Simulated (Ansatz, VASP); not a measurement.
# SrVO3: VASP beside Ansatz

Wanted: the spread between two codes on one cell, functional and k mesh. The cell is taken from a series of runs on this material, whose earlier steps may have relaxed, scaled, displaced or heated it; both programs get it as it stands.

Method: plane waves, with VASP 6.6.1 beside it; single point at PBE, in Ansatz 0.2.0.

### Step 1. Set-up

It takes space group Pm-3m (No. 221, cubic). Conventional cell: a = 3.841 Å, b = 3.841 Å, c = 3.841 Å, α = 90.00°, β = 90.00°, γ = 90.00°. Nearest to Sr lie 12 O at 2.72 Å. Nearest to V lie 6 O at 1.92 Å. Nearest to O lie 2 V at 1.92 Å and 4 Sr at 2.72 Å. Farther neighbours and most contacts between anions are not listed.

### Step 2. Ansatz: single point, PBE

Ansatz runs on its default PAW (the set named soft_2) files.

A single point gives forces, pressure and levels at one fixed geometry, so differences don't come from the geometry; what else differs is listed under the comparison.

Input file input.yaml:

```yaml
crystal:
  lattice:
    - [3.8409, 0.0, 0.0]
    - [0.0, 3.8409, 0.0]
    - [0.0, 0.0, 3.8409]
  atoms:
    - { symbol: Sr, position: [0.5, 0.5, 0.5] }
    - { symbol: V, position: [0.0, 0.0, 0.0], spin: 2.0 }
    - { symbol: O, position: [0.0, 0.0, 0.5] }
    - { symbol: O, position: [0.0, 0.5, 0.0] }
    - { symbol: O, position: [0.5, 0.0, 0.0] }
magnetization:
  spin_polarized: true
kpoints:
  mp_grid: { grid: [6, 6, 6] }
scf:
  occupations: { method: fermi_dirac, width: 0.05 }
hamiltonian:
  xc: pbe
  pseudopotentials: { kind: paw }
output:
  optics:
    e_range: [0, 20]
    de: 0.05
    sigma: 0.1
    nscf_kmesh: { grid: [6, 6, 6] }
    bands: { spectra_wanted_up_to: 20 }
```

Run with:

```
$ ansatz run input.yaml --threads 4 --pin off --max-ram 8192MiB --backend cpu --events-out ev --progress --plain --runs-dir out
```

Numbers of over 12 decimals in the logs are rounded to 6 here.

Output:

```text
Engine: ansatz 0.2.0, x86_64-unknown-linux-gnu
Pseudopotentials: kind: paw
Pseudopotential: Sr, paw, valence charge 10, recommended cutoff 420 eV (normal), Sr.paw.azcp
Pseudopotential: V, paw, valence charge 13, recommended cutoff 420 eV (normal), V.paw.azcp
Pseudopotential: O, paw, valence charge 6, recommended cutoff 420 eV (normal), O.paw.azcp
Functional definition: PBE
  parameter kappa = 0.804
  parameter beta = 0.066725
  exchange = pbe_x(kappa = kappa, mu = beta*pi^2/3)
  correlation = pbe_c(beta = beta)
Crystal: 5 atoms, lattice volume = 56.663 Å³
Basis set: ecut = 420 eV, 1141 PW (Γ)
Bands: 27, of which v1, the nominal top of the filled ones, is band 21 counted from 1 (20 counted from 0)
Symmetry: 48 space group operations
Space group: Pm-3m (ITA 221), of the structure as read, at distance tolerance 3.8e-5 Å
Magnetic group: BNS 221.92 (UNI 1594), of the structure as read, at distance tolerance 3.8e-5 Å
k-points: 20 of 216
Non-local potential: Sr, projectors of the file, l = 0: 3, l = 1: 2, l = 2: 2
Non-local potential: V, projectors of the file, l = 0: 3, l = 1: 2, l = 2: 3, l = 3: 1
Non-local potential: O, projectors of the file, l = 0: 2, l = 1: 2, l = 2: 1
PAW form: soft (Blöchl's): semilocal exchange-correlation on the pseudo side does not see the compensation charge
PAW one-centre angular grid: Sr, 110 points (default); XC on 64 Gauss nodes
PAW one-centre angular grid: V, 590 points (default); XC on 64 Gauss nodes
PAW one-centre angular grid: O, 110 points (default); XC on 64 Gauss nodes
Initial density: superposition of atomic densities (chi_scale 0.1, normalization cell, long waves kept (reshape's long-wave potential 0.00 eV rms))
Starting moments: Σ|m| = 2 μB on 1 of 5 sites
Initial wavefunctions: pseudopotential atomic-orbital guess
Functional: x = pbe(κ = 0.804, μ = 0.219515), c = pbe(β = 0.066725)
SCF iter   1: F=—  HF=-8166.415325 eV  |F-HF|=—  |Δ(HF+E_count)|=         —  Δρ=6.81e-2 (↑6.81e-2 ↓4.49e-2)  dr2=1.65e0  dr2_m=1.37e0  M=0.499 μB ∫|m|=0.602 μB  β_m=0.30  ethr=3.10e-3  ⟨swp⟩=7.1  Hψ=4993  notcnv=0
Mixer restart at iter 1: flushing history
preconditioner: auto → Kerker (q_TF=auto, 2.585 Å⁻¹)  [metal: Δε(μ)=0.097 eV  Ē_g=13.306 eV  σ=0.050 eV  W_gap=0.44  n_scr=18 (ndim 8)  ℏωp=27.5 eV  f_vac=0.000  D(μ)=1.31/eV (n_scr^D=6)]
spin=Collinear: Kerker preconditioning applied to the charge; magnetization (m = ρ↑ − ρ↓) channel mixes plain (no charge-response kernel on spin).
SCF iter   2: F=—  HF=-8165.596263 eV  |F-HF|=—  |Δ(HF+E_count)|=   8.19e-1  Δρ=4.49e-2 (↑4.49e-2 ↓3.55e-2)  dr2=8.40e-1  dr2_m=6.70e-1  M=0.498 μB ∫|m|=0.591 μB  β_m=0.62  ethr=3.10e-3  ⟨swp⟩=2.0  Hψ=1613  notcnv=0  defer=16
SCF iter   3: F=—  HF=-8165.222263 eV  |F-HF|=—  |Δ(HF+E_count)|=   3.74e-1  Δρ=7.56e-3 (↑5.36e-3 ↓7.56e-3)  dr2=7.81e-2  dr2_m=6.51e-3  M=0.487 μB ∫|m|=0.539 μB  β_m=0.71  ethr=2.05e-3  ⟨swp⟩=2.9  Hψ=2039  notcnv=0  defer=16
SCF iter   4: F=—  HF=-8165.242885 eV  |F-HF|=—  |Δ(HF+E_count)|=   2.06e-2  Δρ=3.08e-3 (↑2.58e-3 ↓3.08e-3)  dr2=2.03e-2  dr2_m=1.30e-4  M=0.479 μB ∫|m|=0.516 μB  β_m=0.86  ethr=1.91e-4  ⟨swp⟩=2.5  Hψ=2139  notcnv=0  defer=11
SCF iter   5: F=—  HF=-8165.243848 eV  |F-HF|=—  |Δ(HF+E_count)|=   9.63e-4  Δρ=1.49e-3 (↑1.49e-3 ↓1.44e-3)  dr2=3.52e-3  dr2_m=1.38e-6  M=0.475 μB ∫|m|=0.504 μB  β_m=0.86  ethr=4.94e-5  ⟨swp⟩=2.1  Hψ=1879  notcnv=0  defer=11
SCF iter   6: F=—  HF=-8165.245320 eV  |F-HF|=—  |Δ(HF+E_count)|=   1.47e-3  Δρ=5.63e-4 (↑5.52e-4 ↓5.63e-4)  dr2=6.52e-4  dr2_m=1.17e-7  M=0.474 μB ∫|m|=0.504 μB  β_m=0.93  ethr=8.59e-6  ⟨swp⟩=2.1  Hψ=1786  notcnv=0  defer=10
SCF iter   7: F=—  HF=-8165.245489 eV  |F-HF|=—  |Δ(HF+E_count)|=   1.69e-4  Δρ=2.36e-4 (↑2.36e-4 ↓1.93e-4)  dr2=8.89e-5  dr2_m=3.44e-7  M=0.475 μB ∫|m|=0.504 μB  β_m=0.95  ethr=1.59e-6  ⟨swp⟩=2.0  Hψ=1961  notcnv=0  defer=10
SCF iter   8: F=—  HF=-8165.245522 eV  |F-HF|=—  |Δ(HF+E_count)|=   3.25e-5  Δρ=6.78e-5 (↑6.78e-5 ↓5.17e-5)  dr2=8.58e-6  dr2_m=5.57e-8  M=0.475 μB ∫|m|=0.504 μB  β_m=0.97  ethr=2.17e-7  ⟨swp⟩=2.0  Hψ=1781  notcnv=0  defer=10
SCF iter   9: F=—  HF=-8165.245525 eV  |F-HF|=—  |Δ(HF+E_count)|=   3.28e-6  Δρ=1.19e-5 (↑1.19e-5 ↓1.08e-5)  dr2=3.96e-7  dr2_m=2.89e-10  M=0.475 μB ∫|m|=0.504 μB  β_m=0.99  ethr=2.09e-8  ⟨swp⟩=2.4  Hψ=1614  notcnv=0  defer=10
SCF iter  10: F=—  HF=-8165.245525 eV  |F-HF|=—  |Δ(HF+E_count)|=   1.44e-7  Δρ=2.11e-6 (↑2.11e-6 ↓2.08e-6)  dr2=1.67e-8  dr2_m=8.84e-12  M=0.475 μB ∫|m|=0.504 μB  β_m=0.99  ethr=9.65e-10  ⟨swp⟩=2.5  Hψ=1771  notcnv=0  defer=10
SCF iter  11: F=—  HF=-8165.245525 eV  |F-HF|=—  |Δ(HF+E_count)|=   1.44e-9  Δρ=1.72e-6 (↑1.58e-6 ↓1.72e-6)  dr2=7.35e-9  dr2_m=3.98e-12  M=0.475 μB ∫|m|=0.504 μB  β_m=1.00  ethr=4.06e-11  ⟨swp⟩=2.0  Hψ=1820  notcnv=0  defer=10
SCF iter  12: F=—  HF=-8165.245525 eV  |F-HF|=—  |Δ(HF+E_count)|=  8.76e-10  Δρ=2.98e-7 (↑2.98e-7 ↓2.09e-7)  dr2=1.23e-10  dr2_m=2.06e-12  M=0.475 μB ∫|m|=0.504 μB  β_m=1.00  ethr=1.79e-11  ⟨swp⟩=2.4  Hψ=1608  notcnv=0  defer=10
SCF iter  13: F=—  HF=-8165.245525 eV  |F-HF|=—  |Δ(HF+E_count)|=  1.46e-11  Δρ=1.08e-7 (↑9.22e-8 ↓1.08e-7)  dr2=2.48e-11  dr2_m=5.11e-14  M=0.475 μB ∫|m|=0.504 μB  β_m=1.00  ethr=1.00e-12  ⟨swp⟩=2.4  Hψ=1817  notcnv=0  defer=10
SCF iter  14: F=—  HF=-8165.245525 eV  |F-HF|=—  |Δ(HF+E_count)|=    0.00e0  Δρ=2.62e-8 (↑2.42e-8 ↓2.62e-8)  dr2=1.65e-12  dr2_m=2.85e-15  M=0.475 μB ∫|m|=0.504 μB  β_m=0.92  ethr=1.00e-12  ⟨swp⟩=1.0  Hψ=1080  notcnv=0  defer=10
SCF iter  15: F=-8165.245525 eV  HF=-8165.245525 eV  |F-HF|=0.00e0  |Δ(HF+E_count)|=    0.00e0  Δρ=2.94e-9 (↑2.94e-9 ↓2.91e-9)  dr2=1.81e-14  dr2_m=1.24e-17  M=0.475 μB ∫|m|=0.504 μB  ethr=1.00e-12  ⟨swp⟩=2.5  Hψ=2541  notcnv=0
SCF 1 converged in 15 iterations: F = -8165.245525 eV  dr2 = 1.81e-14
  greatest PAW one-centre occupation: 1.000 electrons in one spin orbital (limit 2), on the V atom at site 1 (counted from 0), in its partial waves of l = 0
NSCF: frozen V_eff on 20 k-points
WARN: output.optics: on 1 of the rows wanted, those up to 20.000 eV, the energy-loss function is not bounded in the bands left out, and is left empty along some axis. In full: what the bands over the 58 summed would add to eps1, eps2 and the energy-loss function is held between a lower and an upper bound (8 Lanczos steps). eps1, eps2 and their loss function (loss_summed_bands) are given on every row as the summed ban [...]
SCF converged after 15 iterations
Magnetization: 0.4746 μB (20.7373 up, 20.2627 down)
Absolute magnetization: 0.5042 μB (∫|ρ↑−ρ↓|, with the PAW one-centre terms)
Spin contamination: 0.0033 ħ² per cell (⟨S²⟩ above its minimum at these occupations)
Per-site moments (μB) at R_I (Å): [(0.000938251, 1.120320), (0.363163, 0.792185625), (-0.00405362, 0.792185625), (-0.00405362, 0.792185625), (-0.00405362, 0.792185625)]
Free energy (F): -8165.245525 eV
Harris-Foulkes:  -8165.245525 eV  (|F-HF|=0.00e0)
Internal energy: -8165.232045 eV  (E = F + TS)
E sigma→0 (E₀):  -8165.238785 eV
Entropy (-TS):   -0.013480 eV (-2.696 meV/atom)
Fermi energy:    12.487244 eV
--- Per-component energies (eV) ---
  E_band       = -220.364944
  E_kinetic    = 1111.178251
  E_local      = -2639.581086  (includes V_loc(G=0)·N_el)
  E_nonlocal   = 295.408845
  E_hartree    = 983.446515
  E_xc         = -528.380998
  E_vxc        = -614.321241  (∫ρ·V_xc dr)
  E_paw        = -4278.254185  (= ΣΔE_a)
  E_vpaw       = -339.950402  (= ΣTr[D̂ρ^β])
  E_aug_tail   = 0.007657  (compensation charges beyond the density's cutoff)
  E_ewald      = -3109.057044
  E_smearing   = -0.013480  (= −TS)
  E_closure    = -0.000000  (closes the sum)
  Σ components = -8165.245525   (vs F -8165.245525, Δ=0.00e0)
--- Band table (eV; the first three rows and the last of 40) ---
  k-point 0 ↑: bands = [... 17 lower, 10.1155, 10.1155, 10.1155, 11.3292, 11.3292, 11.3292, 13.7059, 13.7059, ... 2 higher]
  k-point 1 ↑: bands = [... 17 lower, 9.3256, 9.9186, 9.9186, 11.3566, 11.9907, 11.9907, 13.7111, 14.5205, ... 2 higher]
  k-point 2 ↑: bands = [... 17 lower, 8.6021, 9.7366, 9.7366, 11.4125, 12.9025, 12.9025, 13.7183, 15.6053, ... 2 higher]
  k-point 19 ↓: bands = [... 17 lower, 10.4826, 10.4826, 10.4826, 14.3280, 14.3280, 14.3280, 17.7839, 17.7839, ... 2 higher]
```

### Step 3. VASP: single point, PBE

The same cell, functional, mesh and smearing now go to VASP, with its own data sets.

Lines of VASP's logs that name or quote its potential files are left out, and so is its time.

Input file INCAR:

```
SYSTEM = SrVO3
PREC = Accurate
ENCUT = 520
EDIFF = 1E-06
NELM = 200
ISMEAR = -1
SIGMA = 0.05
LREAL = .FALSE.
ALGO = Normal
GGA = PE
NBANDS = 30
ISPIN = 2
MAGMOM = 0 0.36 -0 -0 -0
LASPH = .TRUE.
LMAXMIX = 4
LORBIT = 11
LWAVE = .FALSE.
LCHARG = .FALSE.
ISIF = 2
GGA_COMPAT = .FALSE.
KPAR = 2
```

Input file POSCAR:

```
SrVO3
1.0
    3.8409000000      0.0000000000      0.0000000000
    0.0000000000      3.8409000000      0.0000000000
    0.0000000000      0.0000000000      3.8409000000
Sr V O
1 1 3
Direct
    0.5000000000      0.5000000000      0.5000000000
    0.0000000000      0.0000000000      0.0000000000
    0.0000000000      0.0000000000      0.5000000000
    0.0000000000      0.5000000000      0.0000000000
    0.5000000000      0.0000000000      0.0000000000
```

Input file KPOINTS:

```
Automatic mesh
0
Gamma
6 6 6
0 0 0
```

PAW data sets: Sr_sv, V_sv and O (PBE family, release 64).

Run with:

```
$ mpirun -np 2 vasp_std
```

Output:

```text
[banner, memory and clock lines left out]
running    2 mpi-ranks, on    1 nodes
 distrk:  each k-point on    1 cores,    2 groups
 distr:  one band on    1 cores,    1 groups

 POSCAR found type information on POSCAR SrV O
 POSCAR found :  3 types and       5 ions
 LDA part: xc-table for (Slater+PW92), standard interpolation
 POSCAR, INCAR and KPOINTS ok, starting setup
 FFT: planning ... GRIDC
 FFT: planning ... GRID_SOFT
 FFT: planning ... GRID
 WAVECAR not read
 entering main loop
       N       E                     dE             d eps       ncg     rms          rms(c)
DAV:   1     0.388158932978E+03    0.38816E+03   -0.21649E+04  2400   0.142E+03
DAV:   2    -0.245062472112E+02   -0.41267E+03   -0.39756E+03  2872   0.409E+02
DAV:   3    -0.489971954811E+02   -0.24491E+02   -0.24291E+02  3044   0.104E+02
DAV:   4    -0.497564954876E+02   -0.75930E+00   -0.75721E+00  3774   0.122E+01
DAV:   5    -0.497632621272E+02   -0.67666E-02   -0.67661E-02  2856   0.106E+00    0.389E+01
DAV:   6    -0.410512232236E+02    0.87120E+01   -0.53443E+01  2544   0.599E+01    0.182E+01
DAV:   7    -0.400223083271E+02    0.10289E+01   -0.22653E+01  2458   0.433E+01    0.181E+01
DAV:   8    -0.393068056925E+02    0.71550E+00   -0.18039E+00  2934   0.117E+01    0.672E+00
DAV:   9    -0.393123733829E+02   -0.55677E-02   -0.54956E-01  2908   0.607E+00    0.237E+00
DAV:  10    -0.392643771133E+02    0.47996E-01   -0.20065E-01  2564   0.429E+00    0.474E-01
DAV:  11    -0.392647330370E+02   -0.35592E-03   -0.58400E-03  2886   0.507E-01    0.239E-01
DAV:  12    -0.392647972245E+02   -0.64187E-04   -0.26437E-03  2808   0.271E-01    0.893E-02
DAV:  13    -0.392647384595E+02    0.58765E-04   -0.62766E-04  2920   0.166E-01    0.883E-02
DAV:  14    -0.392647018000E+02    0.36660E-04   -0.10362E-04  2570   0.971E-02    0.300E-02
[...]
DAV:  22    -0.392643856599E+02    0.16175E-03   -0.15569E-03  2654   0.265E-01    0.271E-02
DAV:  23    -0.392644061550E+02   -0.20495E-04   -0.91907E-05  2484   0.638E-02    0.441E-02
DAV:  24    -0.392644085092E+02   -0.23542E-05   -0.92048E-07  2050   0.647E-03    0.400E-02
DAV:  25    -0.392643923921E+02    0.16117E-04   -0.55425E-05  2566   0.523E-02    0.287E-02
DAV:  26    -0.392644009159E+02   -0.85238E-05   -0.23817E-05  2550   0.382E-02    0.408E-02
DAV:  27    -0.392643876565E+02    0.13259E-04   -0.49770E-05  2628   0.476E-02    0.775E-02
DAV:  28    -0.392643848094E+02    0.28470E-05   -0.56704E-05  2656   0.502E-02    0.697E-02
DAV:  29    -0.392643855729E+02   -0.76349E-06   -0.52540E-06  2028   0.179E-02
   1 F= -.39264386E+02 E0= -.39255561E+02  d E =-.176489E-01  mag=    -0.0007
```

Parts of OUTCAR (step 3):

```text
ion  position               nearest neighbor table
   1  0.500  0.500  0.500-   3 2.72   4 2.72   5 2.72   4 2.72   5 2.72   3 2.72   5 2.72   5 2.72
                             3 2.72   4 2.72   4 2.72   3 2.72   2 3.33   2 3.33   2 3.33   2 3.33
   2  0.000  0.000  0.000-   3 1.92   4 1.92   5 1.92   3 1.92   4 1.92   5 1.92   1 3.33   1 3.33
                             1 3.33   1 3.33   1 3.33   1 3.33   1 3.33   1 3.33
   3  0.000  0.000  0.500-   2 1.92   2 1.92   1 2.72   1 2.72   1 2.72   1 2.72
   4  0.000  0.500  0.000-   2 1.92   2 1.92   1 2.72   1 2.72   1 2.72   1 2.72
   5  0.500  0.000  0.000-   2 1.92   2 1.92   1 2.72   1 2.72   1 2.72   1 2.72

  LATTYP: Found a simple cubic cell.
 ALAT       =     3.8409000000

 Subroutine GETGRP returns: Found 48 space group operations
 (whereof 48 operations were pure point group operations)

The static configuration has the point symmetry O_h .

 Found     20 irreducible k-points:

   k-points           NKPTS =     20   k-points in BZ     NKDIM =     20   number of bands    NBANDS=     30

   dimension x,y,z NGX =    30 NGY =   30 NGZ =   30
   dimension x,y,z NGXF=    60 NGYF=   60 NGZF=   60

   ENCUT  =  520.0 eV  38.22 Ry    6.18 a.u.   7.14  7.14  7.14*2*pi/ulx,y,z

   NELECT =      41.0000    total number of electrons

 k-points in reciprocal lattice and weights: Automatic mesh
   0.00000000  0.00000000  0.00000000       0.005
   0.16666667  0.00000000  0.00000000       0.028
   0.33333333  0.00000000  0.00000000       0.028
   0.50000000  0.00000000  0.00000000       0.014
   0.16666667  0.16666667  0.00000000       0.056
   0.33333333  0.16666667  0.00000000       0.111
   0.50000000  0.16666667  0.00000000       0.056
   0.33333333  0.33333333  0.00000000       0.056
   0.50000000  0.33333333  0.00000000       0.056
[...]
0.50000000  0.50000000  0.33333333       0.028
   0.50000000  0.50000000  0.50000000       0.005

 average (electrostatic) potential at core
       1 -34.1593       2 -75.9691       3 -69.5590       4 -69.5590       5 -69.5590

 E-fermi :   6.2422

 spin component 1
 k-point     1 :       0.0000    0.0000    0.0000
  band No.  band energies     occupation
    ...
     19       3.8884      1.00000
     20       3.8884      1.00000
     21       5.3488      1.00000
     22       5.3488      1.00000
     23       5.3488      1.00000
     24       7.5860      0.00000
     25       7.5860      0.00000
     26       9.8693      0.00000
     27       9.8693      0.00000
     28      11.0527      0.00000
    ...

 k-point     2 :       0.1667    0.0000    0.0000
  band No.  band energies     occupation
    ...
     19       3.7012      1.00000
     20       3.7012      1.00000
     21       5.3791      1.00000
     22       5.9786      0.99489
     23       5.9786      0.99489
     24       7.5919      0.00000
     25       8.3889      0.00000
     26      10.3381      0.00000
     27      10.3630      0.00000
     28      11.7013      0.00000
    ...

 k-point     3 :       0.3333    0.0000    0.0000
  band No.  band energies     occupation
    ...
     17       2.0980      1.00000
     18       2.3790      1.00000
     19       3.5139      1.00000
     20       3.5139      1.00000
     21       5.4412      1.00000
     22       6.8858      0.00000
     23       6.8858      0.00000
     24       7.5996      0.00000
     25       9.4713      0.00000
     26      11.3503      0.00000
    ...

 k-point     4 :       0.5000    0.0000    0.0000
  band No.  band energies     occupation
    ...
     17       1.7390      1.00000
     18       2.1890      1.00000
     19       3.4428      1.00000
     20       3.4428      1.00000
     21       5.4730      1.00000
     22       7.2745      0.00000
     23       7.2745      0.00000
     24       7.6026      0.00000
     25       9.8957      0.00000
     26      11.8600      0.00000
    ...

 k-point     5 :       0.1667    0.1667    0.0000
  band No.  band energies     occupation
    ...
     18       3.0364      1.00000
     19       3.3972      1.00000
     20       3.3985      1.00000
     21       5.9287      0.99811
     22       6.0499      0.97905
     23       6.2441      0.49030
     24       7.9830      0.00000
     25       8.8390      0.00000
     26      10.7376      0.00000
     27      10.8124      0.00000
    ...

 k-point     6 :       0.3333    0.1667    0.0000
  band No.  band energies     occupation
    ...
     17       2.3341      1.00000
     18       2.9769      1.00000
     19       3.1090      1.00000
     20       3.2414      1.00000
     21       6.0129      0.98990
     22       6.8851      0.00000
     23       6.9210      0.00000
     24       8.1006      0.00000
     25       9.8689      0.00000
     26      11.5881      0.00000
    ...

  Total        1.2197315      1.2197315      1.2197315      0.0000000      0.0000000     -0.0000000
  in kB       34.4886192     34.4886192     34.4886192      0.0000000      0.0000000     -0.0000000
  external PRESSURE =      34.4886192 kB  Pullay stress =       0.0000000 kB

  energy-cutoff  :      520.00
  volume of cell :       56.66
      direct lattice vectors                 reciprocal lattice vectors
     3.840900000  0.000000000  0.000000000     0.260355646  0.000000000  0.000000000
     0.000000000  3.840900000  0.000000000     0.000000000  0.260355646  0.000000000
     0.000000000  0.000000000  3.840900000     0.000000000  0.000000000  0.260355646

 POSITION                                       TOTAL-FORCE (eV/Angst)
 -----------------------------------------------------------------------------------
      1.92045      1.92045      1.92045         0.000000      0.000000      0.000000
      0.00000      0.00000      0.00000         0.000000      0.000000      0.000000
      0.00000      0.00000      1.92045         0.000000      0.000000      0.000000
      0.00000      1.92045      0.00000         0.000000      0.000000      0.000000
      1.92045      0.00000      0.00000         0.000000      0.000000      0.000000
 -----------------------------------------------------------------------------------
    total drift:                               -0.000000     -0.000000      0.000000

  FREE ENERGIE OF THE ION-ELECTRON SYSTEM (eV)
  ---------------------------------------------------
  free  energy   TOTEN  =       -39.2643855729 eV

  energy  without entropy=      -39.2467366831  energy(sigma->0) =      -39.25556113

 total charge
# of ion       s       p       d       tot
------------------------------------------
    1        2.000   5.803   0.219   8.021
    2        2.285   6.350   2.955  11.590
    3        1.564   3.483   0.000   5.048
    4        1.564   3.483   0.000   5.048
    5        1.564   3.483   0.000   5.048
--------------------------------------------------
tot          8.978  22.602   3.174  34.754

 magnetization (x)
# of ion       s       p       d       tot
------------------------------------------
    1       -0.000  -0.000  -0.000  -0.000
    2       -0.000  -0.000  -0.000  -0.000
    3        0.000   0.000   0.000   0.000
    4        0.000   0.000   0.000   0.000
    5        0.000   0.000   0.000   0.000
--------------------------------------------------
tot          0.000   0.000  -0.000   0.000

[... 6 further parts left out ...]
```

The moments of VASP's start collapse, so its state is non-magnetic. Oxides and halides of V are often magnetic insulators, and a metal at this level, without U or exact exchange, may be an artefact.

### Step 4. Differences

Known differences besides the potentials themselves: VASP starts from the moments at which Ansatz ended; the cutoff is 420 eV in Ansatz and 520 eV in VASP; site moments are counted in spheres of each program's own size. Total energies have different zeros and are not compared.

Compared:

```csv
quantity,Ansatz,VASP,difference
total moment (μB),0.47,0.00,+0.48
moment on V2 (μB),0.36,0.00,+0.36
```

VASP's last cycles still show a density residual of 7e-03, so its state may not be settled. By their total or site moments the two runs ended in different magnetic states; the other differences may follow from that, so they don't measure the programs' precision.

### Step 5. Outcome

```
difference in total moment (single point, PBE) : 0.48 μB
```

The difference in total moment is 0.48 μB (single point, PBE). The runs of the single point, PBE pair ended with unlike moments, so it says little about numerical agreement. What causes the difference of the single point, PBE pair stays open here. How closely two codes agree says nothing of how well the functional describes the real material.

[Lines on the potential files, build, host, timing and source positions are cut from VASP's logs without a mark.]

[Logs are printed without paths, hosts, clocks, repeated set-up lines and the standing remarks that a program may print on its own settings, such as how far it seeks lower states.]

[Hosts, paths, dates, database ids (printed as entryN), source tags and the programs' standing remarks are cut or masked in the printed files.]
